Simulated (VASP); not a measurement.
These are PBE GGA, VASP's PBE PAW potentials (set 64) (plane waves; VASP) values and carry that method's errors.

VASP ran on this input.

### INCAR
```
SYSTEM = NiSb
PREC = Accurate; ENCUT = 400; LREAL = F
LASPH = T
EDIFF = 1E-7; NELM = 100; ALGO = Normal
LMAXMIX = 4
ISMEAR = -5
GGA = PE
ISIF = 2
LWAVE = F; LCHARG = T; LORBIT = 11
NEDOS = 601
LEFG = T
```

### KPOINTS
```
kpoints
0
G
 10 10 7
0 0 0
```

**POSCAR**
```
NiSb
5.161290
  0.3847186235  -0.6663522352   0.0000000000
  0.3847186235   0.6663522352   0.0000000000
  0.0000000000   0.0000000000   0.9999999188
Ni Sb
2 2
Cart
  0.0000000000   0.0000000000   0.4999999594
  0.0000000000   0.0000000000   0.0000000000
  0.3847186235   0.2221178560   0.2499999797
  0.3847186235  -0.2221178560   0.7499999391
```

POTCAR, in this order: Ni Sb (PBE.64 set). Program: vasp_std.

Output

### OSZICAR
```
       N       E                     dE             d eps       ncg     rms          rms(c)
DAV:   1     0.151677508093E+03    0.15168E+03   -0.10650E+04  2128   0.131E+03
DAV:   2    -0.135454369915E+02   -0.16522E+03   -0.16092E+03  2137   0.296E+02
DAV:   3    -0.214981322031E+02   -0.79527E+01   -0.76923E+01  2474   0.797E+01
DAV:   4    -0.217167461003E+02   -0.21861E+00   -0.21750E+00  2394   0.128E+01
DAV:   5    -0.217239906383E+02   -0.72445E-02   -0.72303E-02  2657   0.243E+00    0.131E+01
DAV:   6    -0.245317270394E+02   -0.28077E+01   -0.36105E+01  2337   0.109E+02    0.178E+01
DAV:   7    -0.203089453055E+02    0.42228E+01   -0.13168E+01  2335   0.761E+01    0.380E+00
DAV:   8    -0.203678763363E+02   -0.58931E-01   -0.15999E+00  2926   0.114E+01    0.263E+00
DAV:   9    -0.203105163060E+02    0.57360E-01   -0.26277E-01  2395   0.860E+00    0.613E-01
DAV:  10    -0.203111348633E+02   -0.61856E-03   -0.77987E-03  2319   0.851E-01    0.480E-01
DAV:  11    -0.203108240869E+02    0.31078E-03   -0.66125E-04  2443   0.218E-01    0.139E-01
DAV:  12    -0.203107033952E+02    0.12069E-03   -0.59613E-04  3028   0.400E-01    0.396E-02
DAV:  13    -0.203107104291E+02   -0.70339E-05   -0.72582E-05  2398   0.720E-02    0.283E-02
DAV:  14    -0.203107074622E+02    0.29670E-05   -0.20259E-06  2906   0.146E-02    0.830E-03
DAV:  15    -0.203107067016E+02    0.76053E-06   -0.42053E-07  2048   0.586E-03    0.212E-03
DAV:  16    -0.203107059898E+02    0.71184E-06   -0.92737E-08  1226   0.415E-03    0.831E-04
DAV:  17    -0.203107057266E+02    0.26324E-06   -0.53271E-08  1178   0.181E-03    0.270E-04
DAV:  18    -0.203107056982E+02    0.28337E-07   -0.11090E-08  1148   0.128E-03
   1 F= -.20310706E+02 E0= -.20310706E+02  d E =0.000000E+00
```

**OUTCAR**
```
------------------------ aborting loop because EDIFF is reached ----------------------------------------
  FORCE on cell =-STRESS in cart. coord.  units (eV):
  Direction    XX          YY          ZZ          XY          YZ          ZX
  --------------------------------------------------------------------------------------
  Total       -0.1063516     -0.1063516     -0.0657908      0.0000000      0.0000000     -0.0000000
  in kB       -2.4171445     -2.4171448     -1.4952848      0.0000000      0.0000000     -0.0000000
  external PRESSURE =      -2.1098580 kB  Pullay stress =       0.0000000 kB
  volume of cell :       70.49
      direct lattice vectors                 reciprocal lattice vectors
     1.985644384 -3.439237128  0.000000000     0.251807425 -0.145381078  0.000000000
     1.985644384  3.439237128  0.000000000     0.251807425  0.145381078  0.000000000
     0.000000000  0.000000000  5.161289581     0.000000000  0.000000000  0.193750028
 POSITION                                       TOTAL-FORCE (eV/Angst)
 -----------------------------------------------------------------------------------
      0.00000      0.00000      2.58064        -0.000000      0.000000      0.000000
      0.00000      0.00000      0.00000        -0.000000      0.000000      0.000000
      1.98564      1.14641      1.29032         0.000000     -0.000000      0.000000
      1.98564     -1.14641      3.87097        -0.000000      0.000000      0.000000
 -----------------------------------------------------------------------------------
    total drift:                                0.000000      0.000000      0.000000
  FREE ENERGIE OF THE ION-ELECTRON SYSTEM (eV)
  ---------------------------------------------------
  free  energy   TOTEN  =       -20.3107056982 eV

  energy  without entropy=      -20.3107056982  energy(sigma->0) =      -20.31070570

 total charge

# of ion       s       p       d       tot
------------------------------------------
    1        0.440   0.459   8.447   9.346
    2        0.440   0.459   8.447   9.346
    3        1.135   1.205   0.071   2.410
    4        1.135   1.205   0.071   2.410
--------------------------------------------------
tot          3.151   3.328  17.034  23.513
```
(Selected blocks of OUTCAR.)

OUTCAR:
```
 val. band max:        9.6566897292   @ k =   0.1000   0.1000   0.4286

 cond. band min:       9.5413705323   @ k =   0.4000   0.0000   0.1429


 Fermi energy:         9.6210968733

 k-point     1 :       0.0000    0.0000    0.0000
  band No.  band energies     occupation
      1      -3.1253      2.00000
      2       1.2649      2.00000
      3       3.5675      2.00000
      4       5.8281      2.00000
      5       5.8281      2.00000
      6       6.5843      2.00000
      7       7.1581      2.00000
      8       7.1581      2.00000
      9       7.5979      2.00000
     10       7.5979      2.00000
     11       8.3513      2.00000
     12       8.3513      2.00000
     13       9.6049      2.00000
     14      10.1865     -0.79884
     15      10.1866      0.00000
     16      12.0176      0.00000
     17      12.0176      0.00000
     18      12.7145      0.00000
     19      13.5364      0.00000

 k-point     2 :       0.1000    0.0000    0.0000
  band No.  band energies     occupation
      1      -3.0034      2.00000
      2       1.2568      2.00000
      3       3.7052      2.00000
      4       5.8006      2.00000
      5       5.8538      2.00000
      6       6.5358      2.00000
      7       7.0635      2.00000
      8       7.1082      2.00000
      9       7.5259      2.00000
     10       7.6200      2.00000
     11       8.3443      2.00000
     12       8.3520      2.00000
     13       9.3150      2.00000
     14       9.5670      1.60928
     15       9.7666      0.18118
     16      11.4427      0.00000
     17      12.3978      0.00000
     18      13.3394      0.00000
     19      13.8020      0.00000

 k-point     3 :       0.2000    0.0000    0.0000
  band No.  band energies     occupation
      1      -2.6429      2.00000
      2       1.2004      2.00000
      3       4.1108      2.00000
      4       5.5824      2.00000
      5       5.9282      2.00000
      6       6.3147      2.00000
      7       6.8635      2.00000
...
```

For a metal the tetrahedron method with Blöchl corrections gives inexact stress and forces. Unless said otherwise, spin-orbit coupling is left out, though it shifts the bands of the heavy elements here.

The compound is NiSb in the NiAs type structure. It was relaxed first. The run is not spin-polarised, so no magnetic state was tried.
